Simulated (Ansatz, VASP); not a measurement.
# InAsN2 (alpha-NaFeO2 type (invented)): VASP beside Ansatz, part 2 of 2

One calculation is typed for both programs; each brings its own data sets. How far apart do they land? The cell is generated by rule, not measured, and may not be a known phase. The cell is taken from a series of runs on this material, whose earlier steps may have relaxed, scaled, displaced or heated it; both programs get it as it stands.

VASP 6.6.1 and Ansatz 0.2.0.

So far: The starting structure; VASP: relaxation of cell and atoms, PBEsol.

## 3. Ansatz: relaxation of cell and atoms, PBEsol

Level of this step: Ansatz beside VASP: Kohn-Sham DFT, plane waves, PBEsol (Ansatz).

Ansatz runs on its default PAW (the set named soft_2) files.

The same cell, functional, mesh and smearing now go to Ansatz, which takes its cutoff from its data sets.

input.yaml reads:

```yaml
crystal:
  lattice:
    - [1.6386025992, 0.9460476518, 5.2715199197]
    - [-1.6386025992, 0.9460476518, 5.2715199197]
    - [0.0, -1.8920953035, 5.2715199197]
  atoms:
    - { symbol: In, position: [1.0, 0.0, 0.0] }
    - { symbol: As, position: [0.5, 0.5, 0.5] }
    - { symbol: "N", position: [0.2486129156, 0.2486129156, 0.2486129156] }
    - { symbol: "N", position: [0.7513870844, 0.7513870844, 0.7513870844] }
kpoints:
  mp_grid: { grid: [15, 15, 15] }
hamiltonian:
  xc: pbesol
scf:
  occupations: { method: gaussian, width: 0.1 }
output:
  forces: true
  stress: true
  eigenvalues: true
  write_density: true
  write_potential: true
  elf: true
  volumetric_format: npy
relax:
  adjacent_minimum: "off"
  f_tol: 0.005
  max_steps: 80
  cell: { stress_tol: 0.05 }
```

On the command line:

```sh
$ ansatz run input.yaml --threads 2 --pin off --max-ram 5120MiB --backend cpu --events-out ev --progress --plain --runs-dir out
```

Numbers of over 12 decimals in the logs are rounded to 6 here.

Output:

```text
basis.fft_grid_basis auto: the FFT boxes are laid along the combinations [[1, -1, 0], [0, 1, 0], [0, -1, 1]] of the cell's own vectors, 3.277, 5.601 and 3.277 Å long. The dense box has 24×40×24 points. Along the cell's own vectors, as sized, it would have 40×40×40, 2.78 times as many. Of the 12 symmetry operations that the crystal satisfies within crystal.symmetry.tolerance (time reversal apart; of a slab, those that [...]
Engine: ansatz 0.2.0, aarch64-unknown-linux-gnu
Pseudopotentials: kind: paw
Pseudopotential: In, paw, valence charge 13, recommended cutoff 420 eV (normal), In.paw.azcp
Pseudopotential: As, paw, valence charge 15, recommended cutoff 420 eV (normal), As.paw.azcp
Pseudopotential: N, paw, valence charge 5, recommended cutoff 420 eV (normal), N.paw.azcp
Functional definition: PBEsol
  exchange = pbesol_x
  correlation = pbesol_c
Crystal: 4 atoms, lattice volume = 49.031 Å³
Basis set: ecut = 420 eV, 989 PW (Γ), FFT grids on a1−a2, a2, −a2+a3, exchange–correlation on 48×80×48 points (8 copies of the dense FFT grid, shifted against one another)
Bands: 23, of which v1, the nominal top of the filled ones, is band 19 counted from 1 (18 counted from 0)
Symmetry: 12 space group operations
Space group: R-3m (ITA 166), of the structure as read, at distance tolerance 3.7e-5 Å
k-points: 344 of 3375
Non-local potential: In, projectors of the file, l = 0: 2, l = 1: 2, l = 2: 2, l = 3: 2
Non-local potential: As, projectors of the file, l = 0: 2, l = 1: 2, l = 2: 3, l = 3: 1
Non-local potential: N, projectors of the file, l = 0: 2, l = 1: 2, l = 2: 1
PAW form: soft (Blöchl's): semilocal exchange-correlation on the pseudo side does not see the compensation charge
PAW frozen core: In, regenerated for the run's functional, and the local potential with it (the file was generated under x = pbe(κ = 0.804, μ = 0.219515), c = pbe(β = 0.066725))
PAW frozen core: As, regenerated for the run's functional, and the local potential with it (the file was generated under x = pbe(κ = 0.804, μ = 0.219515), c = pbe(β = 0.066725))
PAW frozen core: N, regenerated for the run's functional, and the local potential with it (the file was generated under x = pbe(κ = 0.804, μ = 0.219515), c = pbe(β = 0.066725))
PAW one-centre angular grid: In, 590 points (default); XC on 64 Gauss nodes
PAW one-centre angular grid: As, 590 points (default); XC on 64 Gauss nodes
PAW one-centre angular grid: N, 110 points (default); XC on 64 Gauss nodes
Initial density: superposition of atomic densities (neutral atoms: chi_scale 0, normalization atom), corrected by the library's trained network
Initial wavefunctions: pseudopotential atomic-orbital guess
Functional: x = pbesol(κ = 0.804, μ = 0.123457), c = pbesol(β = 0.046)
SCF iter   1: F=—  HF=-11093.177480 eV  |F-HF|=—  |Δ(HF+E_count)|=         —  Δρ=1.47e-2  dr2=1.13e-1  ethr=1.77e-3  ⟨swp⟩=5.1  Hψ=35019  notcnv=0
preconditioner: auto → Kerker (q_TF=auto, 2.615 Å⁻¹)  [metal: Δε(μ)=0.003 eV  Ē_g=13.115 eV  σ=0.100 eV  W_gap=0.02  n_scr=16 (ndim 8)  ℏωp=28.1 eV  f_vac=0.000  D(μ)=0.18/eV (n_scr^D=0)]
SCF iter   2: F=—  HF=-11093.156111 eV  |F-HF|=—  |Δ(HF+E_count)|=   2.14e-2  Δρ=7.00e-3  dr2=2.85e-2  ethr=2.97e-4  ⟨swp⟩=1.1  Hψ=10691  notcnv=0
SCF iter   3: F=—  HF=-11093.149619 eV  |F-HF|=—  |Δ(HF+E_count)|=   6.49e-3  Δρ=1.01e-3  dr2=3.63e-4  ethr=7.49e-5  ⟨swp⟩=2.0  Hψ=9954  notcnv=0
SCF iter   4: F=—  HF=-11093.149566 eV  |F-HF|=—  |Δ(HF+E_count)|=   5.30e-5  Δρ=2.02e-4  dr2=2.65e-5  ethr=9.54e-7  ⟨swp⟩=2.0  Hψ=11116  notcnv=0
SCF iter   5: F=—  HF=-11093.149555 eV  |F-HF|=—  |Δ(HF+E_count)|=   1.10e-5  Δρ=5.92e-5  dr2=1.41e-6  ethr=6.98e-8  ⟨swp⟩=2.0  Hψ=14411  notcnv=0
SCF iter   6: F=—  HF=-11093.149555 eV  |F-HF|=—  |Δ(HF+E_count)|=   1.43e-7  Δρ=2.36e-5  dr2=2.64e-7  ethr=2.63e-10  ⟨swp⟩=9.4  Hψ=70982  notcnv=0
SCF iter   7: F=-11093.149555 eV  HF=-11093.149555 eV  |F-HF|=1.93e-8  |Δ(HF+E_count)|=   6.87e-9  Δρ=6.47e-6  dr2=4.04e-8  ethr=2.63e-10  ⟨swp⟩=7.8  Hψ=49612  notcnv=0
SCF 1 converged in 7 iterations: F = -11093.149555 eV  dr2 = 4.04e-8
[...]
SCF iter   3: F=-11093.149410 eV  HF=-11093.149410 eV  |F-HF|=6.42e-8  |Δ(HF+E_count)|=   2.15e-6  Δρ=2.52e-5  dr2=2.09e-7  ethr=2.95e-8  ⟨swp⟩=2.0  Hψ=9893  notcnv=0
iter 4 did not close the SCF: its close was put off for the readings that it lacked (scf_convergence_deferred on its scf_iter line)
SCF iter   4: F=-11093.149410 eV  HF=-11093.149410 eV  |F-HF|=3.41e-8  |Δ(HF+E_count)|=   1.02e-8  Δρ=9.72e-6  dr2=4.83e-8  ethr=5.49e-10  ⟨swp⟩=2.0  Hψ=12582  notcnv=0
iter 5 did not close the SCF: its close was put off for the readings that it lacked (scf_convergence_deferred on its scf_iter line)
SCF iter   5: F=-11093.149410 eV  HF=-11093.149410 eV  |F-HF|=1.47e-10  |Δ(HF+E_count)|=   1.12e-8  Δρ=2.75e-6  dr2=3.39e-9  ethr=1.27e-10  ⟨swp⟩=2.1  Hψ=13819  notcnv=0
SCF iter   6: F=-11093.149410 eV  HF=-11093.149410 eV  |F-HF|=3.20e-10  |Δ(HF+E_count)|=  7.08e-10  Δρ=8.49e-7  dr2=4.88e-10  ethr=8.92e-12  ⟨swp⟩=5.0  Hψ=42084  notcnv=0
SCF 2 converged in 6 iterations: F = -11093.149410 eV  dr2 = 4.88e-10
relax step   2: F+E_penalty+E_count = -11093.14941031 eV  Δ(F+E_penalty+E_count) = +1.446e-4 eV  max|allowed force component| = 5.463e-3 eV/Å  Δτ_max = 0.0016 Å  P = -0.047 GPa  Ω = 49.123 Å³  energy of the carried Pulay correction = -2.500e-4 eV  (6 SCF iters, dr2 threshold 2.32e-7 eV, accepted)
[...]
relax step   3: F+E_penalty+E_count = -11093.14943359 eV  Δ(F+E_penalty+E_count) = -2.328e-5 eV  max|allowed force component| = 1.755e-3 eV/Å  Δτ_max = 0.0003 Å  P = -0.024 GPa  Ω = 49.116 Å³  energy of the carried Pulay correction = -2.315e-4 eV  (6 SCF iters, accepted)
[...]
relax step   4: F+E_penalty+E_count = -11093.14968204 eV  Δ(F+E_penalty+E_count) = -2.485e-4 eV  max|allowed force component| = 1.824e-3 eV/Å  Δτ_max = 0.0000 Å  P = -0.018 GPa  Ω = 49.116 Å³  stress off target by 3.99e-2 GPa  SCF on the basis re-selected at this cell (its energy is not comparable with the rows above)  (8 SCF iters)
basis re-selected at this cell: Δ(F+E_penalty+E_count) = -2.485e-4 eV, ΔP = +0.006 GPa vs the last step (what re-selecting the basis moved, of the pressure what is left beyond the Pulay correction that the steps carried, after the strain that the cell walked since its last selection, with what the two solves' SCF thresholds leave and, on support functions, any second-order correction that the steps lacked; it is no m [...]
SCF converged after 8 iterations
Free energy (F): -11093.149682 eV
Harris-Foulkes:  -11093.149682 eV  (|F-HF|=1.82e-12)
Internal energy: -11093.149188 eV  (E = F + TS)
E sigma→0 (E₀):  -11093.149435 eV
Entropy (-TS):   -0.000494 eV (-0.123 meV/atom)
Fermi energy:    13.714380 eV
--- Per-component energies (eV) ---
  E_band       = -125.568162
  E_kinetic    = 602.131797
  E_local      = -2550.624850  (includes V_loc(G=0)·N_el)
  E_nonlocal   = -205.477671
  E_hartree    = 1234.721449
  E_xc         = -410.600201
  E_vxc        = -330.425053  (∫ρ·V_xc dr)
  E_paw        = -6122.188861  (= ΣΔE_a)
  E_vpaw       = -110.615497  (= ΣTr[D̂ρ^β])
  E_aug_tail   = 0.000214  (compensation charges beyond the density's cutoff)
  E_ewald      = -3642.369593
  E_core_change = 1.258529  (= ΣΔE_core)
  E_smearing   = -0.000494  (= −TS)
  E_closure    = -0.000000  (closes the sum)
  Σ components = -11093.149682   (vs F -11093.149682, Δ=0.00e0)
--- Forces (eV/Å), atoms counted from 1 ---
  atom   1  In    -0.00000000    -0.00000000     0.00000000
  atom   2  As     0.00000000    -0.00000000     0.00000000
  atom   3  N      0.00000000     0.00000000     0.00182369
  atom   4  N     -0.00000000    -0.00000000    -0.00182369
  max |Σ_I F_I| component: 3.70e-17 eV/Å
--- Stress (GPa, compression-positive) ---
       -0.039948       0.000000       0.000000
        0.000000      -0.039948       0.000000
        0.000000       0.000000       0.025056
  P = ⅓ Tr σ = -0.0183 GPa (-0.183 kbar)
--- Band table (eV; the first three rows and the last of 344) ---
  k-point 0: bands = [... 15 lower, 11.0869, 11.2414, 11.7429, 11.7429, 13.9105, 16.2944, 16.2944, 17.6275]
  k-point 1: bands = [... 15 lower, 11.0557, 11.3152, 11.6601, 11.7808, 14.3267, 15.7706, 16.4298, 18.2019]
  k-point 2: bands = [... 15 lower, 10.8180, 11.2148, 11.4547, 12.6780, 14.5883, 15.5764, 16.7706, 18.8590]
  k-point 343: bands = [... 15 lower, 10.9239, 11.2635, 11.6720, 13.3986, 13.9811, 16.6218, 16.9001, 18.6888]
--- Relaxed structure (3 steps of the walk, 3 accepted, 1 SCFs on fresh bases) ---
  F+E_penalty+E_count = -11093.14968204 eV   max|allowed force component| = 1.824e-3 eV/Å   (the final SCF, on the basis selected at the relaxed cell)
  cell:  # Å, volume = 49.1159 Å³
    - [1.639561, 0.946601, 5.274440]
    - [-1.639561, 0.946601, 5.274440]
    - [0, -1.893201, 5.274440]
  atoms:
    - { symbol: In, position: [1.0, -5.551115123125783e-17, 5.551115123125783e-17] }
    - { symbol: As, position: [0.5, 0.5, 0.500000] }
    - { symbol: N, position: [0.248735, 0.248735, 0.248735] }
    - { symbol: N, position: [0.751265, 0.751265, 0.751265] }
```

## 4. Comparison

Known differences besides the potentials themselves: the data sets hold 38 valence electrons in Ansatz (on its default PAW (the set named soft_2) files) and 28 in VASP; the cutoff is 420 eV in Ansatz and 600 eV in VASP; Ansatz makes its cores anew for this functional, VASP keeps those of its PBE data sets; Ansatz adds a Pulay correction to the stress that steers its cell, VASP none. Total energies have different zeros and are not compared.

Compared:

| quantity | Ansatz | VASP | difference |
| --- | --- | --- | --- |
| volume (Å³) | 49.12 | 49.15 | -0.08 % |
| edge a after relaxation, in the typed setting (Å) | 5.604 | 5.607 | -0.05 % |

## 5. Summary of results

```json
{"difference in volume (relaxation of cell and atoms, PBEsol)": "-0.075 %"}
```

In words: The difference in volume is -0.075 % (relaxation of cell and atoms, PBEsol), within the 1.2 % picked in this series as the mark of a large difference, as far as the stopping tolerances let one tell. The data sets hold unlike numbers of valence electrons (38 in Ansatz and 28 in VASP), so part of the differences comes from the potentials. 1 further run of this series is not shown here. How closely two codes agree says nothing of how well the functional describes the real material.

[Lines on the potential files, build, host, timing and source positions are cut from VASP's logs without a mark.]

[Logs are printed without paths, hosts, clocks, repeated set-up lines and the standing remarks that a program may print on its own settings, such as how far it seeks lower states.]

[Hosts, paths, dates, database ids (printed as entryN), source tags and the programs' standing remarks are cut or masked in the printed files.]
